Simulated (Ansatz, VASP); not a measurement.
One calculation of Ga2GeO3, two programs

```
Ga Ge O
1.0
     5.54485    0.00000    0.00000
    -2.77243    4.80198    0.00000
     0.00000    0.00000    2.73294
Ga Ge O
2 1 3
Direct
  0.33333 0.66667 0.00000
  0.66667 0.33333 0.00000
  0.00000 0.00000 0.00000
  0.50000 0.00000 0.50000
  0.00000 0.50000 0.50000
  0.50000 0.50000 0.50000
```

Change from the starting cell: species swapped into the YCo3Ni2 type (P6/mmm, No. 191).

Alike in both runs: functional PBE; k mesh 6 × 6 × 6; occupations gaussian, width 0.1 eV; no spin polarisation.

Ansatz relaxed the structure, and its values are those at the end. VASP's run is a single point on that final structure, the one shown.

```csv
,VASP,Ansatz
version,VASP 6.6.1,Ansatz 0.2.0
potentials or method,"VASP PAW PBE potentials, release 64 (Ga_d, Ge_d, O)","scalar-relativistic, plane waves, PAW"
plane-wave cutoff (eV),520,420
valence electrons in the cell,58,58
```

|  | VASP | Ansatz | Ansatz less VASP |
| --- | --- | --- | --- |
| gap on the k mesh at the Fermi level (eV) | none | none | - |
| pressure (GPa) | 0.7 | 0.2 | -0.60 |

A gap of «none» marks a metal or a gap that the smearing closes. With one functional, cell and mesh, what is left measures potentials, basis and numerics.

Caveats: the k mesh is coarse (spacing up to 0.38 Å⁻¹), so the values aren't converged.
